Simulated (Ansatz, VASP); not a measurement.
# Zr2Mo (Zr2Mo in the C11b ordering): VASP beside Ansatz, part 2 of 2

Aim: how closely do two programs agree when they are given the same cell, functional and k mesh? The cell is generated by rule, not measured, and may not be a known phase. The cell is taken from a series of runs on this material, whose earlier steps may have relaxed, scaled, displaced or heated it; both programs get it as it stands.

VASP 6.6.1 and Ansatz 0.2.0.

So far: Starting point; VASP: relaxation of cell and atoms, PBE, pair 1; Ansatz: relaxation of cell and atoms, PBE, pair 1; Comparison.

The structure was built from a prototype and need not be the compound's stable phase.

## Step 5: Ansatz: relaxation of cell and atoms, PBE, pair 2

Level of this step: Ansatz beside VASP: Kohn-Sham DFT, plane waves, PBE (Ansatz).

The relaxed volume is the usual yardstick between codes: in a stiff, nearly cubic crystal its relative difference is about their pressure difference at one cell divided by the bulk modulus.

The cell is taken from a series of runs on this material, whose earlier steps may have relaxed, scaled, displaced or heated it; both programs get it as it stands.

Contents of input.yaml:

```yaml
crystal:
  lattice:
    - [3.4157091601, 0.0, 0.0]
    - [0.0, 3.4157091601, 0.0]
    - [1.7078545801, 1.7078545801, 5.2084622987]
  atoms:
    - { symbol: Mo, position: [0.0, 0.0, 0.0] }
    - { symbol: Zr, position: [0.6497813439, 0.6497813439, 0.7004373122] }
    - { symbol: Zr, position: [0.3502186561, 0.3502186561, 0.2995626878] }
kpoints:
  mp_grid: { grid: [10, 10, 10] }
hamiltonian:
  xc: pbe
scf:
  occupations: { method: gaussian, width: 0.1 }
output:
  forces: true
  stress: true
  eigenvalues: true
  write_density: true
  write_potential: true
  elf: true
  volumetric_format: npy
relax:
  adjacent_minimum: "off"
  f_tol: 0.005
  max_steps: 80
  cell: { stress_tol: 0.05 }
```

Launch:

```sh
ansatz run input.yaml --threads 4 --pin off --max-ram 8192MiB --backend cpu --events-out ev --progress --plain --runs-dir out
```

Numbers of over 12 decimals in the logs are rounded to 6 here.

Log:

```text
[...]
Crystal: 3 atoms, lattice volume = 60.767 Å³
Basis set: ecut = 420 eV, 1193 PW (Γ), exchange–correlation on 48×48×80 points (8 copies of the dense FFT grid, shifted against one another)
Bands: 23, of which v1, the nominal top of the filled ones, is band 19 counted from 1 (18 counted from 0)
Symmetry: 16 space group operations
[...]
k-points: 102 of 1000
[...]
--- Relaxed structure (4 steps of the walk, 4 accepted, 1 SCFs on fresh bases) ---
[...]
cell:  # Å, volume = 60.7698 Å³
    - [3.396525, 3.7273152546292146e-18, -1.6302968096180082e-11]
    - [3.727315254620858e-18, 3.396525, -1.6302969836256586e-11]
    - [1.698262, 1.698262, 5.267667]
  atoms:
    - { symbol: Mo, position: [0, 0, 0] }
    - { symbol: Zr, position: [0.649317, 0.649317, 0.701366] }
    - { symbol: Zr, position: [0.350683, 0.350683, 0.298634] }
[key lines of the parts left out:]
SCF converged after 8 iterations
Free energy (F): -13323.655572 eV
Fermi energy:    15.737595 eV
P = ⅓ Tr σ = 0.0045 GPa (0.045 kbar)
```

## Step 6: VASP: relaxation of cell and atoms, PBE, pair 2

The same cell, functional, mesh and smearing now go to VASP, with its own data sets.

Contents of INCAR:

```
SYSTEM = Zr2Mo
PREC = Accurate
ENCUT = 500
EDIFF = 1E-07
NELM = 120
ISMEAR = 0
SIGMA = 0.1
LREAL = .FALSE.
ALGO = Normal
GGA = PE
NBANDS = 25
LASPH = .TRUE.
LORBIT = 11
LWAVE = .FALSE.
LCHARG = .FALSE.
ISIF = 3
IBRION = 2
NSW = 80
EDIFFG = -0.005
GGA_COMPAT = .FALSE.
NELMIN = 4
KPAR = 2
```

Contents of POSCAR:

```
Zr2Mo
1.0
    3.4157090000      0.0000000000      0.0000000000
    0.0000000000      3.4157090000      0.0000000000
    1.7078550000      1.7078550000      5.2084620000
Mo Zr
1 2
Direct
    0.0000000000      0.0000000000      0.0000000000
    0.6497812533      0.6497812533      0.7004372884
    0.3502187467      0.3502187467      0.2995627116
```

Contents of KPOINTS:

```
Automatic mesh
0
Gamma
10 10 10
0 0 0
```

Potentials, in the order of the species: Mo_sv and Zr_sv (PBE family, release 64).

Launch:

```sh
mpirun -np 2 vasp_std
```

Log:

```text
[... set-up lines as in an earlier step ...]
 entering main loop
       N       E                     dE             d eps       ncg     rms          rms(c)
DAV:   1     0.367959310263E+03    0.36796E+03   -0.20521E+04  5100   0.149E+03
DAV:   2    -0.688559894346E+01   -0.37484E+03   -0.36889E+03  5925   0.449E+02
DAV:   3    -0.285322082680E+02   -0.21647E+02   -0.21303E+02  9779   0.803E+01
DAV:   4    -0.291832430605E+02   -0.65103E+00   -0.64957E+00  5879   0.138E+01
[...]
DAV:  14    -0.279399658192E+02    0.39389E-06   -0.19260E-07  4912   0.289E-03    0.905E-04
DAV:  15    -0.279399656967E+02    0.12259E-06   -0.23837E-08  3362   0.122E-03    0.514E-04
DAV:  16    -0.279399656773E+02    0.19392E-07   -0.69774E-09  3203   0.517E-04
   1 F= -.27939966E+02 E0= -.27926884E+02  d E =-.279400E+02
[... from here on, the cycles between the ionic steps are left out ...]
   2 F= -.27941569E+02 E0= -.27928505E+02  d E =-.160353E-02
   3 F= -.27942005E+02 E0= -.27928981E+02  d E =-.203921E-02
   4 F= -.27942121E+02 E0= -.27929086E+02  d E =-.215504E-02
   5 F= -.27942331E+02 E0= -.27929184E+02  d E =-.209822E-03
   6 F= -.27942350E+02 E0= -.27929159E+02  d E =-.229455E-03
   7 F= -.27942384E+02 E0= -.27929169E+02  d E =-.341261E-04
   8 F= -.27942412E+02 E0= -.27929206E+02  d E =-.621510E-04
[...]
reached required accuracy - stopping structural energy minimisation
```

OUTCAR, selected parts (step 6):

```text
  Total       -0.0001223     -0.0001223      0.0021248      0.0000000      0.0000000      0.0000000
  in kB       -0.0032206     -0.0032206      0.0559570      0.0000000      0.0000000      0.0000000
  external PRESSURE =       0.0165053 kB  Pullay stress =       0.0000000 kB

 POSITION                                       TOTAL-FORCE (eV/Angst)
 -----------------------------------------------------------------------------------
      0.00000      0.00000      0.00000         0.000000     -0.000000      0.000000
      3.39808      3.39808      3.69529        -0.000000     -0.000000     -0.000525
      1.69904      1.69904      1.57348         0.000000      0.000000      0.000525
 -----------------------------------------------------------------------------------
    total drift:                               -0.000000     -0.000000     -0.000000

  FREE ENERGIE OF THE ION-ELECTRON SYSTEM (eV)
  ---------------------------------------------------
  free  energy   TOTEN  =       -27.9424123192 eV

  energy  without entropy=      -27.9159996962  energy(sigma->0) =      -27.92920601

[... 1 part as in an earlier step ...]

[... 3 further parts left out ...]
[key lines of the parts left out:]
E-fermi :   9.6909
```

## Step 7: Comparison

Both answers:

```
                                         quantity  Ansatz   VASP  difference
                                      volume (Å³)   60.77  60.84     -0.11 %
edge a after relaxation, in the typed setting (Å)   3.397  3.398     -0.05 %
edge c after relaxation, in the typed setting (Å)   5.789  5.791     -0.03 %
```

## Step 8: VASP: zone-centre phonons, PBE

Second derivatives magnify differences that forces hide, and they need a tight electronic threshold.

Contents of INCAR:

```
SYSTEM = Zr2Mo
PREC = Accurate
ENCUT = 500
EDIFF = 1E-08
NELM = 120
ISMEAR = 1
SIGMA = 0.2
LREAL = .FALSE.
ALGO = Normal
GGA = PE
NBANDS = 25
LASPH = .TRUE.
LORBIT = 11
LWAVE = .FALSE.
LCHARG = .FALSE.
ISIF = 2
IBRION = 8
GGA_COMPAT = .FALSE.
KPAR = 2
```

Contents of POSCAR:

```
Zr2Mo
1.0
    3.3993398606      0.0000000000      0.0000000000
    0.0000000000      3.3993398606      0.0000000000
    1.6996699303      1.6996699303      5.2635283778
Mo Zr
1 2
Direct
    0.0000000000      0.0000000000      0.0000000000
    0.6491344092      0.6491344092      0.7017311816
    0.3508655908      0.3508655908      0.2982688184
```

Contents of KPOINTS:

```
Automatic mesh
0
Gamma
6 6 6
0 0 0
```

Launch:

```sh
mpirun -np 2 vasp_std
```

Log:

```text
[... set-up lines as in an earlier step ...]
 entering main loop
       N       E                     dE             d eps       ncg     rms          rms(c)
DAV:   1     0.368753898936E+03    0.36875E+03   -0.20643E+04  1500   0.149E+03
DAV:   2    -0.720893224457E+01   -0.37596E+03   -0.36990E+03  1737   0.447E+02
DAV:   3    -0.284861359784E+02   -0.21277E+02   -0.20915E+02  2884   0.797E+01
DAV:   4    -0.291804986253E+02   -0.69436E+00   -0.69267E+00  1728   0.139E+01
[...]
DAV:  14    -0.279108969123E+02   -0.74006E-07   -0.36954E-07  2238   0.345E-03    0.110E-03
DAV:  15    -0.279108967725E+02    0.13977E-06   -0.34075E-08  1551   0.122E-03    0.331E-04
DAV:  16    -0.279108967804E+02   -0.78717E-08   -0.20491E-09  1050   0.380E-04
   1 F= -.27910897E+02 E0= -.27905294E+02  d E =-.168094E-01
 Linear response reoptimize wavefunctions to high precision
DAV:   1    -0.279108967636E+02    0.16740E-07   -0.68613E-10  1039   0.228E-04
DAV:   2    -0.279108967636E+02    0.83674E-10   -0.14249E-10   993   0.961E-05
 Linear response DOF=           4
 Linear response progress:
[...]
RMM:  20    -0.657331672599E+00    0.12664E-07   -0.10358E-06  8030   0.491E-04    0.320E-05
RMM:  21    -0.657331929720E+00   -0.25712E-06   -0.90279E-07  7626   0.450E-04    0.245E-05
RMM:  22    -0.657331944780E+00   -0.15061E-07   -0.78568E-07  8114   0.408E-04    0.281E-05
 first order change of Fermi-energy   0.11466E-03
 force on displaced ion       2 direction 1 :  -2.613   0.000   0.005
 Linear response progress:
  Degree of freedom:   4/  4
       N       E                     dE             d eps       ncg     rms          rms(c)
RMM:   1    -0.782771382430E+00   -0.78277E+00    0.30225E+00  1611   0.116E+01
RMM:   2    -0.726768849050E+00    0.56003E-01   -0.26962E-01  2365   0.240E+00    0.294E-01
RMM:   3    -0.729559048765E+00   -0.27902E-02   -0.47666E-02  2589   0.943E-01    0.332E-01
RMM:   4    -0.730976297424E+00   -0.14172E-02   -0.86140E-03  2846   0.421E-01    0.108E-01
[...]
RMM:  24    -0.731568250410E+00    0.10057E-07   -0.45922E-07  3495   0.379E-04    0.318E-05
RMM:  25    -0.731568338702E+00   -0.88292E-07   -0.39980E-07  3369   0.360E-04    0.298E-05
RMM:  26    -0.731568414466E+00   -0.75765E-07   -0.42084E-07  3490   0.342E-04    0.278E-05
 first order change of Fermi-energy   0.21967E+00
 force on displaced ion       2 direction 3 :   0.000   0.000  -8.073
 Linear response finished
```

OUTCAR, selected parts (step 8):

```text
  Total        0.1492168      0.1492168     -0.1565186      0.0000000      0.0000000      0.0000000
  in kB        3.9306305      3.9306305     -4.1229731      0.0000000      0.0000000      0.0000000
  external PRESSURE =       1.2460959 kB  Pullay stress =       0.0000000 kB

 POSITION                                       TOTAL-FORCE (eV/Angst)
 -----------------------------------------------------------------------------------
      0.00000      0.00000      0.00000         0.000000      0.000000      0.000000
      3.39934      3.39934      3.69358         0.000000      0.000000     -0.018276
      1.69967      1.69967      1.56995         0.000000      0.000000      0.018276
 -----------------------------------------------------------------------------------
    total drift:                               -0.000000     -0.000000     -0.000000

[... 2 further parts left out ...]
```

## Step 9: Ansatz: zone-centre phonons, PBE

The same cell, functional, mesh and smearing now go to Ansatz, which takes its cutoff from its data sets.

The cell is taken from a series of runs on this material, whose earlier steps may have relaxed, scaled, displaced or heated it; both programs get it as it stands.

Contents of input.yaml:

```yaml
crystal:
  lattice:
    - [3.3993398606, 0.0, 0.0]
    - [0.0, 3.3993398606, 0.0]
    - [1.6996699303, 1.6996699303, 5.2635283778]
  atoms:
    - { symbol: Mo, position: [0.0, 0.0, 0.0] }
    - { symbol: Zr, position: [0.6491344092, 0.6491344092, 0.7017311816] }
    - { symbol: Zr, position: [0.3508655908, 0.3508655908, 0.2982688184] }
kpoints:
  mp_grid: { grid: [6, 6, 6] }
hamiltonian:
  xc: pbe
scf:
  occupations: { method: methfessel_paxton, width: 0.2 }
output:
  eigenvalues: true
phonons:
  method: dfpt
  qmesh: [2, 2, 2]
  temperatures: { t_max: 1000, t_step: 50 }
  qpath:
    path:
      - [[0.0, 0.0, 0.0], [0.5, 0.5, 0.5], [0.5, 0.5, 0.75], [0.5, 0.0, 0.5], [0.0, 0.0, 0.0], [0.0, 0.0, 0.5], [0.44786309, 0.0, 0.72393155]]
      - [[0.55213691, 0.0, 0.27606845], [0.0, 0.0, 0.0]]
      - [[0.5, 0.5, 0.5], [0.55213691, 0.44786309, 0.5]]
      - [[0.44786309, 0.44786309, 0.94786309], [0.0, 0.0, 0.5]]
    npoints: 10
```

Launch:

```sh
ansatz run input.yaml --threads 4 --pin off --max-ram 8192MiB --backend cpu --events-out ev --progress --plain --runs-dir out
```

Log:

```text
[...]
largest difference from the sums on the solved wave vectors: F 5.65e-2 eV, S 7.25e-5 and C_V 1.77e-5 eV/K
  zero-point energy: 0.060106 eV/cell   skipped modes (ω ≤ 0): 643, of them read as no rigid motion or as one in doubt: 640 (6.879e-1 modes/cell left out, lowest -106.62 cm⁻¹)   left out of the sums: 7.65e-2 of the cell's modes: C_V's classical limit lies that fraction below 3 k_B per atom; for a crystal, a wire or a layer, F and S can be off by more, and a phonons.interpolated_qmesh denser along its periods is the remedy for the sampling
[key lines of the parts left out:]
SCF converged after 8 iterations
Free energy (F): -13323.624013 eV
Fermi energy:    15.714946 eV
```

## Step 10: Differences

What differs besides the data sets and the points named for the pairs above, as far as they apply: VASP's run holds the zone centre alone. Total energies have different zeros and are not compared.

Compared:

```csv
quantity,Ansatz,VASP,difference
optical mode 1 to 2 (cm⁻¹),83.5,85.7,-2.63 %
optical mode 3 to 4 (cm⁻¹),153.1,155.0,-1.18 %
optical mode 5 (cm⁻¹),165.6,168.0,-1.41 %
optical mode 6 (cm⁻¹),195.6,195.7,-0.07 %
```

Modes are paired by rising frequency, not by their patterns, so a pair may set unlike modes beside each other; they are those without the splitting of longitudinal modes.

## Step 11: Summary of results

```json
{
 "difference in volume (relaxation of cell and atoms, PBE, pair 1)": "-0.10 %",
 "difference in volume (relaxation of cell and atoms, PBE, pair 2)": "-0.11 %",
 "r.m.s. difference of the optical zone-centre modes, each program's sorted by frequency (zone-centre phonons, PBE)": "1.9 cm⁻¹",
 "difference in optical mode 1 to 2 (zone-centre phonons, PBE)": "-2.6 %"
}
```

**Reading.** The difference in volume is -0.11 % (relaxation of cell and atoms, PBE, pair 2), within the 1.2 % picked in this series as the mark of a large difference, as far as the stopping tolerances let one tell. Among the rows given in per cent, the largest difference of the zone-centre phonons, PBE pair is in optical mode 1 to 2, -2.6 %. 1 further run of this series is not shown here. Such differences can come from data sets, numerical settings and the points named under the comparisons, not from the functional's error against experiment.

[Lines on the potential files, build, host, timing and source positions are cut from VASP's logs without a mark.]

[Logs are printed without paths, hosts, clocks, repeated set-up lines and the standing remarks that a program may print on its own settings, such as how far it seeks lower states.]

[Hosts, paths, dates, database ids (printed as entryN), source tags and the programs' standing remarks are cut or masked in the printed files.]
